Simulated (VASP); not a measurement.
These are r2SCAN meta-GGA, VASP's PBE PAW potentials (set 64) (plane waves; VASP) values and carry that method's errors.

The input files of a VASP run:

File POSCAR:
```
CdF2
1.0
  0.0000000000   2.7019758796   2.7019758796
  2.7019758796   0.0000000000   2.7019758796
  2.7019758796   2.7019758796   0.0000000000
Cd F
1 2
Cart
  0.0000000000   0.0000000000   0.0000000000
  1.3509879398   1.3509879398   1.3509879398
  4.0529638194   4.0529638194   4.0529638194
```

### KPOINTS
```
Automatic mesh
0
Gamma
9 9 9
0 0 0
```

### INCAR
```
ALGO = Normal
EDIFF = 1E-5
EDIFFG = -0.03
ENCUT = 450
IBRION = 2
ISIF = 2
ISMEAR = 0
LASPH = .TRUE.
LCHARG = .FALSE.
LMAXMIX = 4
LMIXTAU = .TRUE.
LREAL = .FALSE.
LWAVE = .FALSE.
METAGGA = R2SCAN
NELM = 100
NELMIN = 4
NSW = 20
PREC = Normal
SIGMA = 0.05
SYSTEM = CdF2
```

POTCAR, in this order: Cd F (PBE.64 set). Program: vasp_std.

At this cut-off the stress carries a Pulay error, which pulls relaxed volumes low.

Q: What does the run give for the energy per atom (σ→0), pressure?

A: 
```
Quantity                                Result
---------------------  -----------------------
energy per atom (σ→0)  -1084.9 kJ/mol of atoms
pressure                             -2.23 GPa
```

OSZICAR:
```
...
DAV:  11    -0.337278472250E+02   -0.41090E-01   -0.14508E-02  1194   0.156E+00    0.198E-01
DAV:  12    -0.337122158069E+02    0.15631E-01   -0.18177E-02  1190   0.159E+00    0.295E-01
DAV:  13    -0.337324865879E+02   -0.20271E-01   -0.10485E-02  1190   0.120E+00    0.668E-02
DAV:  14    -0.337327700465E+02   -0.28346E-03   -0.19502E-04  1287   0.158E-01    0.394E-02
DAV:  15    -0.337329776146E+02   -0.20757E-03   -0.57018E-05  1197   0.844E-02    0.231E-02
DAV:  16    -0.337331504853E+02   -0.17287E-03   -0.16340E-04  1196   0.132E-01    0.135E-02
DAV:  17    -0.337331581519E+02   -0.76666E-05   -0.16749E-05   917   0.449E-02
   1 F= -.33733158E+02 E0= -.33733158E+02  d E =-.337332E+02
```

The compound is CdF2 in the fluorite structure. It was relaxed first.
